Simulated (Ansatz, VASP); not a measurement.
# AlNi in two plane-wave programs

Wanted: the spread between two codes on one cell, functional and k mesh. The cell is taken from a series of runs on this material, whose earlier steps may have relaxed, scaled, displaced or heated it; both programs get it as it stands.

Program: Ansatz 0.2.0. Level of theory: plane waves, with VASP 6.6.1 beside it; zone-centre phonons at LDA. Results are calculated unless marked as measured.

### Step 1. Starting point

It takes space group P4/mmm (No. 123, tetragonal). The conventional cell has a = 2.877 Å, b = 2.877 Å, c = 2.719 Å, α = 90.00°, β = 90.00°, γ = 90.00°. Nearest to Al lie 8 Ni at 2.45 Å and 2 Al at 2.72 Å. Nearest to Ni lie 8 Al at 2.45 Å and 2 Ni at 2.72 Å. Farther neighbours are not listed.

### Step 2. VASP: zone-centre phonons, LDA

Second derivatives magnify differences that forces hide, and they need a tight electronic threshold.

Lines of VASP's logs that name or quote its potential files are left out, and so is its time.

Input file INCAR:

```
SYSTEM = AlNi
PREC = Accurate
ENCUT = 600
EDIFF = 1E-08
NELM = 120
ISMEAR = 1
SIGMA = 0.2
LREAL = .FALSE.
ALGO = Normal
GGA = CA
NBANDS = 12
LASPH = .TRUE.
LORBIT = 11
LWAVE = .FALSE.
LCHARG = .FALSE.
ISIF = 2
IBRION = 8
GGA_COMPAT = .FALSE.
KPAR = 2
```

Input file POSCAR:

```
AlNi
1.0
    2.8771013490      0.0000000000      0.0000000000
    0.0000000000      2.8771013490      0.0000000000
    0.0000000000      0.0000000000      2.7186399520
Al Ni
1 1
Direct
    0.0000000000      0.0000000000      0.0000000000
    0.5000000000      0.5000000000      0.5000000000
```

Input file KPOINTS:

```
Automatic mesh
0
Gamma
16 16 16
0 0 0
```

PAW data sets: Al and Ni (LDA family, release 64).

Started as:

```bash
$ mpirun -np 2 vasp_std
```

Numbers of over 12 decimals in the logs are rounded to 6 here.

The log of the run:

```text
[banner, memory and clock lines left out]
running    2 mpi-ranks, on    1 nodes
 distrk:  each k-point on    1 cores,    2 groups
 distr:  one band on    1 cores,    1 groups

 POSCAR found type information on POSCAR AlNi
 POSCAR found :  2 types and       2 ions
 LDA part: xc-table for (Slater(with rela. corr.)+CA(PZ))
 , standard interpolation
 POSCAR, INCAR and KPOINTS ok, starting setup
 FFT: planning ... GRIDC
 FFT: planning ... GRID_SOFT
 FFT: planning ... GRID
 WAVECAR not read
 entering main loop
       N       E                     dE             d eps       ncg     rms          rms(c)
DAV:   1     0.438458621540E+02    0.43846E+02   -0.62399E+03  9832   0.130E+03
DAV:   2    -0.118014027628E+02   -0.55647E+02   -0.51440E+02  9928   0.210E+02
DAV:   3    -0.136277535956E+02   -0.18264E+01   -0.18043E+01 11796   0.442E+01
DAV:   4    -0.136522367354E+02   -0.24483E-01   -0.24461E-01 10796   0.459E+00
DAV:   5    -0.136528457753E+02   -0.60904E-03   -0.60902E-03 11804   0.807E-01    0.123E+01
DAV:   6    -0.152065722891E+02   -0.15537E+01   -0.45064E+01 10812   0.111E+02    0.146E+01
DAV:   7    -0.122101236428E+02    0.29964E+01   -0.13686E+01 10932   0.665E+01    0.104E+00
DAV:   8    -0.121951703716E+02    0.14953E-01   -0.27529E-01 11788   0.603E+00    0.104E+00
DAV:   9    -0.121789738213E+02    0.16197E-01   -0.46628E-02 11808   0.326E+00    0.170E-01
DAV:  10    -0.121786202520E+02    0.35357E-03   -0.93874E-04 11868   0.445E-01    0.884E-02
DAV:  11    -0.121786177044E+02    0.25476E-05   -0.37732E-05 13332   0.756E-02    0.218E-02
DAV:  12    -0.121786170229E+02    0.68146E-06   -0.27612E-06 12848   0.263E-02    0.524E-03
DAV:  13    -0.121786168454E+02    0.17754E-06   -0.64696E-07 14504   0.993E-03    0.133E-03
DAV:  14    -0.121786168461E+02   -0.68690E-09   -0.17063E-08  7988   0.124E-03
   1 F= -.12178617E+02 E0= -.12178482E+02  d E =-.403101E-03
 Linear response reoptimize wavefunctions to high precision
DAV:   1    -0.121786168456E+02    0.42746E-09   -0.58833E-09  9380   0.132E-03
DAV:   2    -0.121786168457E+02   -0.10004E-10   -0.98940E-11  5540   0.968E-05
 Linear response DOF=           4
 Linear response progress:
  Degree of freedom:   1/  4
       N       E                     dE             d eps       ncg     rms          rms(c)
RMM:   1    -0.622796970984E-02   -0.62280E-02    0.39398E-03 38709   0.697E-01
RMM:   2    -0.587076275916E-02    0.35721E-03    0.22450E-05 25720   0.255E-01    0.648E-02
RMM:   3    -0.585491509992E-02    0.15848E-04   -0.13279E-04 28545   0.939E-02    0.312E-02
RMM:   4    -0.592462786380E-02   -0.69713E-04   -0.49883E-05 28279   0.551E-02    0.617E-03
RMM:   5    -0.592970857006E-02   -0.50807E-05   -0.38014E-06 28998   0.130E-02    0.164E-03
RMM:   6    -0.592887898711E-02    0.82958E-06   -0.15698E-07 28718   0.310E-03    0.825E-04
RMM:   7    -0.592890424062E-02   -0.25254E-07   -0.18419E-08 27209   0.134E-03    0.648E-04
RMM:   8    -0.592901468905E-02   -0.11045E-06   -0.27204E-09 30621   0.406E-04    0.212E-04
RMM:   9    -0.592904426652E-02   -0.29577E-07   -0.11681E-10 30544   0.120E-04    0.142E-05
RMM:  10    -0.592902262279E-02    0.21644E-07   -0.53914E-11 31634   0.357E-05    0.600E-06
RMM:  11    -0.592902408178E-02   -0.14590E-08   -0.18421E-11 30464   0.117E-05    0.942E-07
 first order change of Fermi-energy   0.42519E-04
 force on displaced ion       1 direction 1 :  -6.761   0.000   0.000
 Linear response progress:
  Degree of freedom:   2/  4
       N       E                     dE             d eps       ncg     rms          rms(c)
RMM:   1    -0.515549840886E-02   -0.51555E-02    0.13591E-04 21109   0.591E-01
RMM:   2    -0.491588566979E-02    0.23961E-03   -0.11653E-04 14504   0.205E-01    0.546E-02
RMM:   3    -0.490782426393E-02    0.80614E-05   -0.76415E-05 15782   0.716E-02    0.283E-02
RMM:   4    -0.496798994159E-02   -0.60166E-04   -0.34702E-05 15733   0.456E-02    0.532E-03
RMM:   5    -0.497175622869E-02   -0.37663E-05   -0.23518E-06 16147   0.105E-02    0.194E-03
RMM:   6    -0.497200800026E-02   -0.25177E-06   -0.11753E-07 14862   0.353E-03    0.965E-04
RMM:   7    -0.497207497462E-02   -0.66974E-07   -0.21831E-08 14495   0.198E-03    0.438E-04
RMM:   8    -0.497218581383E-02   -0.11084E-06   -0.66139E-09 16998   0.532E-04    0.226E-04
RMM:   9    -0.497228103248E-02   -0.95219E-07   -0.76532E-10 16968   0.130E-04    0.342E-05
RMM:  10    -0.497226504014E-02    0.15992E-07   -0.13558E-10 17254   0.402E-05    0.854E-06
RMM:  11    -0.497226911637E-02   -0.40762E-08   -0.55572E-11 16677   0.140E-05    0.117E-06
 first order change of Fermi-energy  -0.19959E-03
 force on displaced ion       1 direction 3 :   0.000  -0.000  -6.583
 Linear response progress:
  Degree of freedom:   3/  4
       N       E                     dE             d eps       ncg     rms          rms(c)
RMM:   1    -0.188709734939E+00   -0.18871E+00   -0.10066E-01 25706   0.270E+00
RMM:   2    -0.187142163333E+00    0.15676E-02   -0.18084E-03 25867   0.531E-01    0.136E-01
RMM:   3    -0.187156715434E+00   -0.14552E-04   -0.14801E-04 27864   0.104E-01    0.798E-02
RMM:   4    -0.187583596932E+00   -0.42688E-03   -0.17857E-04 29922   0.103E-01    0.553E-03
RMM:   5    -0.187566281443E+00    0.17315E-04   -0.36458E-06 30493   0.198E-02    0.316E-03
RMM:   6    -0.187562356045E+00    0.39254E-05   -0.25027E-07 28474   0.591E-03    0.216E-03
RMM:   7    -0.187556395757E+00    0.59603E-05   -0.98379E-08 28974   0.381E-03    0.496E-04
RMM:   8    -0.187552411356E+00    0.39844E-05   -0.11131E-08 31657   0.930E-04    0.118E-04
RMM:   9    -0.187551887483E+00    0.52387E-06   -0.12881E-09 31391   0.259E-04    0.270E-05
RMM:  10    -0.187551662742E+00    0.22474E-06   -0.26140E-10 32513   0.677E-05    0.878E-06
RMM:  11    -0.187551674296E+00   -0.11554E-07   -0.36038E-10 32188   0.263E-05    0.161E-06
RMM:  12    -0.187551662637E+00    0.11659E-07   -0.37490E-10 31693   0.146E-05    0.643E-07
RMM:  13    -0.187551672664E+00   -0.10027E-07   -0.42025E-10 27471   0.107E-05    0.999E-08
 first order change of Fermi-energy   0.52549E-03
 force on displaced ion       2 direction 1 :  -6.774   0.000   0.000
 Linear response progress:
  Degree of freedom:   4/  4
       N       E                     dE             d eps       ncg     rms          rms(c)
RMM:   1    -0.185907086843E+00   -0.18591E+00   -0.96263E-02 14314   0.270E+00
RMM:   2    -0.184870644244E+00    0.10364E-02   -0.17783E-03 14414   0.505E-01    0.128E-01
RMM:   3    -0.184803621893E+00    0.67022E-04   -0.13564E-04 15463   0.102E-01    0.762E-02
RMM:   4    -0.185131325847E+00   -0.32770E-03   -0.20296E-04 16520   0.113E-01    0.636E-03
RMM:   5    -0.185120977351E+00    0.10348E-04   -0.39265E-06 16778   0.219E-02    0.444E-03
RMM:   6    -0.185113418976E+00    0.75584E-05   -0.19017E-07 15223   0.561E-03    0.294E-03
RMM:   7    -0.185104029975E+00    0.93890E-05   -0.62638E-08 15327   0.292E-03    0.376E-04
RMM:   8    -0.185100815412E+00    0.32146E-05   -0.10450E-08 17504   0.850E-04    0.113E-04
RMM:   9    -0.185100503274E+00    0.31214E-06   -0.29270E-09 17369   0.368E-04    0.417E-05
RMM:  10    -0.185100368184E+00    0.13509E-06   -0.55695E-10 17482   0.119E-04    0.149E-05
RMM:  11    -0.185100207661E+00    0.16052E-06   -0.37958E-10 17780   0.396E-05    0.293E-06
RMM:  12    -0.185100250272E+00   -0.42612E-07   -0.34006E-10 17391   0.191E-05    0.107E-06
RMM:  13    -0.185100253231E+00   -0.29583E-08   -0.34189E-10 15946   0.126E-05    0.263E-07
 first order change of Fermi-energy   0.27145E-02
 force on displaced ion       2 direction 3 :   0.000   0.000  -6.586
 Linear response finished
```

OUTCAR, selected parts (step 2):

```text
ion  position               nearest neighbor table
   1  0.000  0.000  0.000-   2 2.45   2 2.45   2 2.45   2 2.45   2 2.45   2 2.45   2 2.45   2 2.45

  LATTYP: Found a simple tetragonal cell.
 ALAT       =     2.8771013490
 C/A-ratio  =     0.9449232482

 Subroutine GETGRP returns: Found 16 space group operations
 (whereof 16 operations were pure point group operations)

The static configuration has the point symmetry D_4h.

 Found    405 irreducible k-points:

   k-points           NKPTS =    405   k-points in BZ     NKDIM =    405   number of bands    NBANDS=     12

   dimension x,y,z NGX =    24 NGY =   24 NGZ =   24
   dimension x,y,z NGXF=    48 NGYF=   48 NGZF=   48

   ENCUT  =  600.0 eV  44.10 Ry    6.64 a.u.   5.75  5.75  5.43*2*pi/ulx,y,z

   NELECT =      13.0000    total number of electrons

 k-points in reciprocal lattice and weights: Automatic mesh
   0.00000000  0.00000000  0.00000000       0.000
   0.06250000  0.00000000  0.00000000       0.001
   0.12500000  0.00000000  0.00000000       0.001
   0.18750000  0.00000000  0.00000000       0.001
   0.25000000  0.00000000  0.00000000       0.001
   0.31250000  0.00000000  0.00000000       0.001
   0.37500000  0.00000000  0.00000000       0.001
   0.43750000  0.00000000  0.00000000       0.001
   0.50000000  0.00000000  0.00000000       0.000
[...]
0.50000000  0.43750000  0.50000000       0.001
   0.50000000  0.50000000  0.50000000       0.000

 average (electrostatic) potential at core
       1 -67.4900       2 -80.8460

  Total        0.0439069      0.0439069      0.8982006      0.0000000      0.0000000      0.0000000
  in kB        3.1259464      3.1259464     63.9472525      0.0000000      0.0000000      0.0000000
  external PRESSURE =      23.3997151 kB  Pullay stress =       0.0000000 kB

  energy-cutoff  :      600.00
  volume of cell :       22.50
      direct lattice vectors                 reciprocal lattice vectors
     2.877101349  0.000000000  0.000000000     0.347572045  0.000000000  0.000000000
     0.000000000  2.877101349  0.000000000     0.000000000  0.347572045  0.000000000
     0.000000000  0.000000000  2.718639952     0.000000000  0.000000000  0.367830981

 POSITION                                       TOTAL-FORCE (eV/Angst)
 -----------------------------------------------------------------------------------
      0.00000      0.00000      0.00000         0.000000      0.000000      0.000000
      1.43855      1.43855      1.35932         0.000000      0.000000      0.000000
 -----------------------------------------------------------------------------------
    total drift:                                0.000000     -0.000000     -0.000000

 Eigenvectors and eigenvalues of the dynamical matrix
 ----------------------------------------------------

   1 f  =    9.457612 THz    59.423932 2PiTHz  315.471994 cm-1    39.113525 meV
             X         Y         Z           dx          dy          dz
      0.000000  0.000000  0.000000     0.827436    0.000000   -0.000000
      1.438551  1.438551  1.359320    -0.561560   -0.000000    0.000000

   2 f  =    9.457612 THz    59.423932 2PiTHz  315.471994 cm-1    39.113525 meV
             X         Y         Z           dx          dy          dz
      0.000000  0.000000  0.000000     0.000000   -0.827436    0.000000
      1.438551  1.438551  1.359320    -0.000000    0.561560   -0.000000

   3 f  =    9.330176 THz    58.623224 2PiTHz  311.221169 cm-1    38.586490 meV
             X         Y         Z           dx          dy          dz
      0.000000  0.000000  0.000000    -0.000000   -0.000000   -0.827629
      1.438551  1.438551  1.359320    -0.000000    0.000000    0.561276

   4 f/i=    0.000932 THz     0.005857 2PiTHz    0.031096 cm-1     0.003855 meV
             X         Y         Z           dx          dy          dz
      0.000000  0.000000  0.000000    -0.000000    0.000000    0.561276
      1.438551  1.438551  1.359320    -0.000000    0.000000    0.827629

   5 f/i=    0.004199 THz     0.026384 2PiTHz    0.140068 cm-1     0.017366 meV
             X         Y         Z           dx          dy          dz
      0.000000  0.000000  0.000000    -0.458784    0.323833   -0.000000
      1.438551  1.438551  1.359320    -0.675999    0.477154   -0.000000

   6 f/i=    0.004199 THz     0.026384 2PiTHz    0.140068 cm-1     0.017366 meV
             X         Y         Z           dx          dy          dz
      0.000000  0.000000  0.000000    -0.323833   -0.458784    0.000000
      1.438551  1.438551  1.359320    -0.477154   -0.675999    0.000000

 ELASTIC MODULI CONTR FROM IONIC RELAXATION (kBar)
 Direction    XX          YY          ZZ          XY          YZ          ZX
 --------------------------------------------------------------------------------
 XX           0.0000      0.0000      0.0000      0.0000      0.0000      0.0000
 YY           0.0000      0.0000      0.0000      0.0000      0.0000      0.0000
 ZZ           0.0000      0.0000      0.0000      0.0000      0.0000      0.0000
 XY           0.0000      0.0000      0.0000      0.0000      0.0000      0.0000
 YZ           0.0000      0.0000      0.0000      0.0000      0.0000      0.0000
 ZX           0.0000      0.0000      0.0000      0.0000      0.0000      0.0000
 --------------------------------------------------------------------------------
```

This run has no spin polarisation, so a moment on Ni, if there is one, isn't seen. Its electron count is odd, so without a moment it is a metal by construction.

(Continued in part 2 of 2.)

[Lines on the potential files, build, host, timing and source positions are cut from VASP's logs without a mark.]

[Logs are printed without paths, hosts, clocks, repeated set-up lines and the standing remarks that a program may print on its own settings, such as how far it seeks lower states.]

[Hosts, paths, dates, database ids (printed as entryN), source tags and the programs' standing remarks are cut or masked in the printed files.]
